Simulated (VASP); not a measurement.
Data:

```yaml
crystal:
  lattice:
    - [1.93906, -3.35855, 0.00000]
    - [1.93906, 3.35855, 0.00000]
    - [0.00000, 0.00000, 5.65040]
  atoms:
    - { symbol: Pt, position: [0.00000, 0.00000, 0.00000] }
    - { symbol: Se, position: [0.33333, 0.66667, 0.24153] }
    - { symbol: Se, position: [0.66667, 0.33333, 0.75847] }
```

Method: vdW-DF2, VASP's PBE PAW potentials (set 64) (plane waves; VASP 6.6.1). Run with 520 eV cut-off, Gaussian smearing of 0.050 eV, potentials Pt Se.

Unless said otherwise, spin-orbit coupling is left out, though it shifts the bands of the heavy elements here.

Estimate the band gap (along the path) with the smallest direct gap where there is one.

The band gap (along the path) comes out as 0.06 eV and the smallest direct gap (along the path) is 0.94 eV.

The absolute energy has meaning only against runs of the same code, potentials and settings.

The compound is PtSe2 in the 1T layered structure. It was relaxed first, which changed the volume by +20 %.
